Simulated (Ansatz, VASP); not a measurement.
**SiSbTe3: VASP beside Ansatz**

```
Si Sb Te
1.0
     3.86492   -3.72664    0.00000
     3.86492    3.72664    0.00000
    -0.75994    0.00000    6.35927
Si Sb Te
1 1 3
Direct
  0.94777 0.94777 0.95751
  0.61490 0.61490 0.34799
  0.99229 0.47239 0.06526
  0.96831 0.96831 0.56256
  0.47239 0.99229 0.06526
```

Change from the starting cell: the structure that the rattled cell fell into.

Alike in both runs: task single point; functional PBE; k mesh 4 × 4 × 4; occupations gaussian, width 0.1 eV; no spin polarisation.

```csv
,VASP,Ansatz
version,VASP 6.6.1,Ansatz 0.2.0
potentials or method,"VASP PAW PBE potentials, release 64 (Si, Sb, Te)","scalar-relativistic, plane waves, PAW"
plane-wave cutoff (eV),520,420
valence electrons in the cell,27,67
```

VASP gave:

```
gap on the k mesh at the Fermi level (eV)       : none
pressure (GPa)                                  : 0.1
largest component of the traceless stress (GPa) : 0.07
rms of the force components (eV/Å)              : 0.035
```

Question: Which values does Ansatz return?

Answer: gap on the k mesh at the Fermi level (eV): none; pressure (GPa): 0.1; largest component of the traceless stress (GPa): 0.06; rms of the force components (eV/Å): 0.026.

Atom by atom the forces differ by 0.013 eV/Å (rms over components). A gap of «none» marks a metal or a gap that the smearing closes. The two sets of potentials don't hold the same shells in valence.

Spin-orbit coupling is left out, which matters for the levels of Sb, Te.
